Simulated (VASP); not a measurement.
Output of a VASP run:

File OUTCAR:
```
 ion  position               nearest neighbor table
   1  0.333  0.667  0.628-   6 2.77   6 2.77   6 2.77   4 3.64
   2  0.667  0.333  0.372-   5 2.77   5 2.77   5 2.77   3 3.64
   3  0.667  0.333  0.128-   5 2.77   5 2.77   5 2.77   2 3.64
   4  0.333  0.667  0.872-   6 2.77   6 2.77   6 2.77   1 3.64
   5  0.333  0.667  0.250-   2 2.77   3 2.77   2 2.77   3 2.77   2 2.77   3 2.77
   6  0.667  0.333  0.750-   1 2.77   4 2.77   1 2.77   4 2.77   1 2.77   4 2.77
  LATTYP: Found a hexagonal cell.
 ALAT       =     3.6237700000
 C/A-ratio  =     4.1080253438
 Subroutine PRICEL returns:
 Original cell was already a primitive cell.
 Subroutine GETGRP returns: Found 24 space group operations
The static configuration has the point symmetry D_3d.
 The point group associated with its full space group is D_6h.
The dynamic configuration has the point symmetry D_3d.
 Subroutine INISYM returns: Found 24 space group operations
 Subroutine IBZKPT returns following result:
 Found      5 irreducible k-points:

 Following reciprocal coordinates:
            Coordinates               Weight
  0.000000  0.000000  0.000000      1.000000
  0.200000  0.000000  0.000000      6.000000
  0.400000  0.000000  0.000000      6.000000
  0.200000  0.200000  0.000000      6.000000
  0.400000  0.200000  0.000000      6.000000
   k-points           NKPTS =      5   k-points in BZ     NKDIM =      5   number of bands    NBANDS=     31
   number of dos      NEDOS =    301   number of ions     NIONS =      6
   total plane-waves  NPLWV =  33600
   dimension x,y,z NGX =    20 NGY =   20 NGZ =   84
   dimension x,y,z NGXF=    40 NGYF=   40 NGZF=  168
   ions per type =               4   2
   PREC   = accura    normal or accurate (medium, high low for compatibility)
   ISTART =      0    job   : 0-new  1-cont  2-samecut
   ICHARG =      2    charge: 1-file 2-atom 10-const
   ISPIN  =      1    spin polarized calculation?
   LNONCOLLINEAR =      F non collinear calculations
   LSORBIT =      F    spin-orbit coupling
   INIWAV =      1    electr: 0-lowe 1-rand  2-diag
   ENCUT  =  300.0 eV  22.05 Ry    4.70 a.u.   5.12  5.12 21.02*2*pi/ulx,y,z
   NELM   =    100;   NELMIN=  2; NELMDL= -5     # of ELM steps
   EDIFF  = 0.1E-05   stopping-criterion for ELM
   LREAL  =      F    real-space projection
   NLSPLINE    = F    spline interpolate recip. space projectors
   LMAXMIX     =    4 max onsite mixed and CHGCAR
   VOSKOWN=      0    Vosko Wilk Nusair interpolation
   EDIFFG = 0.1E-04   stopping-criterion for IOM
   NSW    =      0    number of steps for IOM
   NBLOCK =      1;   KBLOCK =      1    inner block; outer block
   IBRION =     -1    ionic relax: 0-MD 1-quasi-New 2-CG
   NFREE  =      0    steps in history (QN), initial steepest desc. (CG)
   ISIF   =      2    stress and relaxation
   ISYM   =      2    0-nonsym 1-usesym 2-fastsym
   TEIN   =    0.0    initial temperature
   TEBEG  =    0.0;   TEEND  =   0.0 temperature during run
   SMASS  =  -3.00    Nose mass-parameter (am)
   PSTRESS=    0.0 pullay stress
   NELECT =      52.0000    total number of electrons
   EFERMI =   0.00;   METHOD = LEGACY
   ISMEAR =    -1;   SIGMA  =   0.01  broadening in eV -4-tet -1-fermi 0-gaus
   IALGO  =     38    algorithm
   LDIAG  =      T    sub-space diagonalisation (order eigenvalues)
   IMIX   =      4    mixing-type and parameters
     AMIX     =   0.40;   BMIX     =  1.00
     AMIX_MAG =   1.60;   BMIX_MAG =  1.00
     AMIN     =   0.10
   GGA     = PE    functional components
   VOSKOWN =     0    Vosko Wilk Nusair interpolation
   LHFCALC =     F    Hartree Fock is set to
   LHFONE  =     F    Hartree Fock one center treatment
   AEXX    =    0.0000 exact exchange contribution
   IVDW    =     0    specifies the selected vdW correction
   LEPSILON=     F    determine dielectric tensor
   LRPA    =     F    only Hartree local field effects (RPA)
  energy-cutoff  :      300.00
  volume of cell :      169.30
      direct lattice vectors                 reciprocal lattice vectors
     3.623770000  0.000000000  0.000000000     0.275955704  0.159323144  0.000000000
    -1.811885000  3.138276000  0.000000000     0.000000000  0.318646289  0.000000000
...
```

File OSZICAR:
```
       N       E                     dE             d eps       ncg     rms          rms(c)
DAV:   1     0.272424794240E+03    0.27242E+03   -0.21254E+04   398   0.965E+02
DAV:   2    -0.186065319350E+02   -0.29103E+03   -0.28646E+03   391   0.270E+02
DAV:   3    -0.367834101472E+02   -0.18177E+02   -0.17123E+02   381   0.547E+01
DAV:   4    -0.373915594511E+02   -0.60815E+00   -0.60578E+00   407   0.101E+01
DAV:   5    -0.374091924827E+02   -0.17633E-01   -0.17601E-01   414   0.160E+00    0.187E+01
DAV:   6    -0.367588645465E+02    0.65033E+00   -0.14119E+01   355   0.169E+01    0.940E+00
DAV:   7    -0.364065831165E+02    0.35228E+00   -0.12584E+01   356   0.136E+01    0.620E+00
DAV:   8    -0.359859941322E+02    0.42059E+00   -0.16487E+00   379   0.565E+00    0.269E+00
DAV:   9    -0.359757187934E+02    0.10275E-01   -0.36690E-01   400   0.253E+00    0.994E-01
DAV:  10    -0.359692238925E+02    0.64949E-02   -0.49289E-02   401   0.105E+00    0.287E-01
DAV:  11    -0.359696814008E+02   -0.45751E-03   -0.18276E-03   380   0.228E-01    0.163E-01
DAV:  12    -0.359696475383E+02    0.33863E-04   -0.13391E-04   369   0.663E-02    0.965E-02
DAV:  13    -0.359696579272E+02   -0.10389E-04   -0.11027E-04   421   0.502E-02    0.235E-02
DAV:  14    -0.359696601357E+02   -0.22085E-05   -0.51133E-06   328   0.105E-02    0.148E-02
DAV:  15    -0.359696606620E+02   -0.52623E-06   -0.20054E-06   317   0.641E-03
   1 F= -.35969661E+02 E0= -.35969661E+02  d E =-.402142E-15
```

OUTCAR:
```
------------------------ aborting loop because EDIFF is reached ----------------------------------------
  FORCE on cell =-STRESS in cart. coord.  units (eV):
  Direction    XX          YY          ZZ          XY          YZ          ZX
  --------------------------------------------------------------------------------------
  Total       -3.5797852     -3.5797832     -2.8944649     -0.0000000      0.0000000      0.0000000
  in kB      -33.8783341    -33.8783152    -27.3926070     -0.0000000      0.0000000      0.0000000
  external PRESSURE =     -31.7164187 kB  Pullay stress =       0.0000000 kB
  volume of cell :      169.30
      direct lattice vectors                 reciprocal lattice vectors
     3.623770000  0.000000000  0.000000000     0.275955704  0.159323144  0.000000000
    -1.811885000  3.138276000  0.000000000     0.000000000  0.318646289  0.000000000
     0.000000000  0.000000000 14.886539000     0.000000000  0.000000000  0.067174781
 POSITION                                       TOTAL-FORCE (eV/Angst)
 -----------------------------------------------------------------------------------
     -0.00000      2.09219      9.34607         0.000000     -0.000000      0.438331
      1.81189      1.04609      5.54047        -0.000000      0.000000     -0.438331
      1.81189      1.04609      1.90280        -0.000000      0.000000      0.438331
     -0.00000      2.09219     12.98374        -0.000000     -0.000000     -0.438331
     -0.00000      2.09219      3.72163         0.000000      0.000000     -0.000000
      1.81189      1.04609     11.16490         0.000000     -0.000000     -0.000000
 -----------------------------------------------------------------------------------
    total drift:                                0.000826     -0.000477      0.001124
  FREE ENERGIE OF THE ION-ELECTRON SYSTEM (eV)
  ---------------------------------------------------
  free  energy   TOTEN  =       -35.9696606620 eV

  energy  without entropy=      -35.9696606620  energy(sigma->0) =      -35.96966066
```
(Selected blocks of OUTCAR.)

**POSCAR**
```
Te2Mo
1
    3.6237700000     0.0000000000     0.0000000000
   -1.8118850000     3.1382760000     0.0000000000
    0.0000000000     0.0000000000    14.8865390000
Te Mo
4 2
Direct
  0.3333330000   0.6666670000   0.6278200000
  0.6666670000   0.3333330000   0.3721800000
  0.6666670000   0.3333330000   0.1278200000
  0.3333330000   0.6666670000   0.8721800000
  0.3333330000   0.6666670000   0.2500000000
  0.6666670000   0.3333330000   0.7500000000
```

Problem. Write an INCAR and KPOINTS that could have produced this output.

Solution. One answer among several that fit: the input of the run itself, PBE GGA, plane waves, VASP's PBE PAW potentials (set 64).

KPOINTS:
```
K-points
0
gamma
5 5 1
```

**INCAR**
```
# general
SYSTEM =Te2Mo
PREC   =Accurate
ENCUT  =300
LREAL  =.FALSE.
LASPH  =.TRUE.

# electronic loop
EDIFF  =1E-6
NELM   =100
ALGO   =Normal
LMAXMIX=4

# smearing
ISMEAR =-1
SIGMA  =0.01

# functional
GGA    =PE

# ions
ISIF   =2

# output
LWAVE  =.FALSE.
LCHARG =.FALSE.
```

POTCAR, in this order: Te Mo_sv (PBE.64 set). Program: vasp_std.

At this cut-off the stress carries a Pulay error, which pulls relaxed volumes low.

The structure comes from a computed database's Te2Mo entry; how it stands against other phases isn't given here. The cell was not relaxed at this level. The k-mesh is coarse (spacing up to 0.42 per Å, 2π included), so the numbers may not be converged in it.
